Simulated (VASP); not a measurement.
Here is the system:

```yaml
crystal:
  lattice:
    - [0.00000, 2.15004, 2.15004]
    - [2.15004, 0.00000, 2.15004]
    - [2.15004, 2.15004, 0.00000]
  atoms:
    - { symbol: Al, position: [0.00000, 0.00000, 0.00000] }
    - { symbol: N, position: [0.25000, 0.25000, 0.25000] }
```

Calculation: rev-vdW-DF2, VASP's PBE PAW potentials (set 64) (plane waves; VASP). Settings: 520 eV cut-off, 10×10×10 Γ-centred mesh, Gaussian smearing of 0.050 eV, potentials Al N.

Give the stress tensor in GPa (positive for a compressed cell).

```
13.82   0.00   0.00
 0.00  13.82   0.00
 0.00   0.00  13.82
```
The pressure is its mean diagonal, 13.82 GPa.

The compound is AlN in the zinc blende structure, a metastable form; wurtzite is the usual one. This cell is one point of a volume scan, at 0.94 of the reference volume.
